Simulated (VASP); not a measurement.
Consider the following.

```yaml
crystal:
  lattice:
    - [4.35594, 0.00000, 0.00000]
    - [0.00000, 4.35594, 0.00000]
    - [0.00000, 0.00000, 4.28761]
  atoms:
    - { symbol: Cd, position: [0.00000, 0.50000, 0.50000] }
    - { symbol: Cd, position: [0.50000, 0.00000, 0.50000] }
    - { symbol: Cd, position: [0.50000, 0.50000, 0.00000] }
    - { symbol: Zr, position: [0.00000, 0.00000, 0.00000] }
```

All values below come from PBEsol GGA, VASP's PBE PAW potentials (set 64) (plane waves; VASP). Run with 400 eV cut-off, 8×8×8 Γ-centred mesh, tetrahedra with Blöchl corrections, potentials Cd Zr_sv.

The cores are frozen, which limits the accuracy of field gradients.

### Question
Give the principal components of the electric field gradient (V/Å²) and the asymmetry η at each nucleus.

### Answer

```json
[
 {"atom": "Cd1", "Vxx": "-51.5", "Vyy": "-37.3", "Vzz": "88.8", "η": "0.16"},
 {"atom": "Cd2", "Vxx": "-51.5", "Vyy": "-37.3", "Vzz": "88.8", "η": "0.16"},
 {"atom": "Cd3", "Vxx": "-48.6", "Vyy": "-48.6", "Vzz": "97.2", "η": "0.00"},
 {"atom": "Zr4", "Vxx": "2.5", "Vyy": "2.5", "Vzz": "-5.0", "η": "0.00"}
]
```

The structure comes from a measured ZrCd3 entry (P4/mmm) of the Crystallography Open Database, whose conditions weren't checked. It was relaxed first.
